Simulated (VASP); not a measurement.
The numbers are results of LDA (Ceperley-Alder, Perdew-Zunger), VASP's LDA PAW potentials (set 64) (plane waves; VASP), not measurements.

VASP ran on this input.

**INCAR**
```
SYSTEM = CaPd
PREC = Accurate
ENCUT = 300
EDIFF = 1E-6
NELM = 100
ALGO = Normal
LREAL = .FALSE.
LASPH = .TRUE.
ISMEAR = 0
SIGMA = 0.05
LMAXMIX = 4
LWAVE = .FALSE.
LCHARG = .FALSE.
ISIF = 2
```

KPOINTS:
```
Automatic mesh
0
Gamma
4 4 4
0 0 0
```

### POSCAR
```
CaPd
7.011380
  0.5000000000   0.0000000000   0.0000000000
  0.0000000000   0.5000000000   0.0000000000
  0.0000000000   0.0000000000   0.5000000000
Ca Pd
1 1
Direct
  0.0038910000  -0.0005150000   0.0013260000
  0.4961090000   0.5005150000   0.4986740000
```

POTCAR, in this order: Ca_sv Pd (LDA.64 set). Program: vasp_std.

Output

**OSZICAR**
```
       N       E                     dE             d eps       ncg     rms          rms(c)
DAV:   1     0.959320184367E+02    0.95932E+02   -0.76400E+03  1024   0.927E+02
DAV:   2    -0.736211396020E+01   -0.10329E+03   -0.99821E+02  1212   0.258E+02
DAV:   3    -0.989205316563E+01   -0.25299E+01   -0.25098E+01  1514   0.406E+01
DAV:   4    -0.993755814202E+01   -0.45505E-01   -0.45473E-01  1276   0.477E+00
DAV:   5    -0.993906499289E+01   -0.15069E-02   -0.15068E-02  1486   0.677E-01    0.439E+00
DAV:   6    -0.987413566174E+01    0.64929E-01   -0.20064E+00  1170   0.101E+01    0.251E+00
DAV:   7    -0.977530445889E+01    0.98831E-01   -0.32410E-01  1170   0.486E+00    0.149E+00
DAV:   8    -0.976911870836E+01    0.61858E-02   -0.92544E-02  1378   0.233E+00    0.616E-01
DAV:   9    -0.976215445880E+01    0.69642E-02   -0.32560E-02  1234   0.151E+00    0.706E-02
DAV:  10    -0.976229477958E+01   -0.14032E-03   -0.97165E-04  1310   0.259E-01    0.485E-02
DAV:  11    -0.976224857369E+01    0.46206E-04   -0.13737E-04  1244   0.920E-02    0.602E-03
DAV:  12    -0.976224932864E+01   -0.75496E-06   -0.81163E-06  1376   0.192E-02
   1 F= -.97622493E+01 E0= -.97596624E+01  d E =-.517392E-02
```

### OUTCAR
```
------------------------ aborting loop because EDIFF is reached ----------------------------------------
  FORCE on cell =-STRESS in cart. coord.  units (eV):
  Direction    XX          YY          ZZ          XY          YZ          ZX
  --------------------------------------------------------------------------------------
  Total       -0.8384818     -0.8361378     -0.8363875     -0.0005731     -0.0002041      0.0015103
  in kB      -31.1805457    -31.0933781    -31.1026652     -0.0213105     -0.0075914      0.0561646
  external PRESSURE =     -31.1255297 kB  Pullay stress =       0.0000000 kB
  volume of cell :       43.08
      direct lattice vectors                 reciprocal lattice vectors
     3.505690000  0.000000000  0.000000000     0.285250550  0.000000000  0.000000000
     0.000000000  3.505690000  0.000000000     0.000000000  0.285250550  0.000000000
     0.000000000  0.000000000  3.505690000     0.000000000  0.000000000  0.285250550
 POSITION                                       TOTAL-FORCE (eV/Angst)
 -----------------------------------------------------------------------------------
      0.01364      3.50388      0.00465        -0.055568      0.007352     -0.018949
      1.73920      1.75465      1.74820         0.055568     -0.007352      0.018949
 -----------------------------------------------------------------------------------
    total drift:                                0.000188     -0.000005      0.000065
  FREE ENERGIE OF THE ION-ELECTRON SYSTEM (eV)
  ---------------------------------------------------
  free  energy   TOTEN  =        -9.7622493286 eV

  energy  without entropy=       -9.7570754055  energy(sigma->0) =       -9.75966237
```
(Selected blocks of OUTCAR.)

At this cut-off the stress carries a Pulay error, which pulls relaxed volumes low.

The structure comes from a computed database's CaPd entry; how it stands against other phases isn't given here. The cell was not relaxed at this level, atoms are displaced from their ideal sites. The k-mesh is coarse (spacing up to 0.45 per Å, 2π included), so the numbers may not be converged in it. The run is one of a series of settings (KPOINTS 4×4×4 Γ-centred mesh against the base run), some of them coarse on purpose.
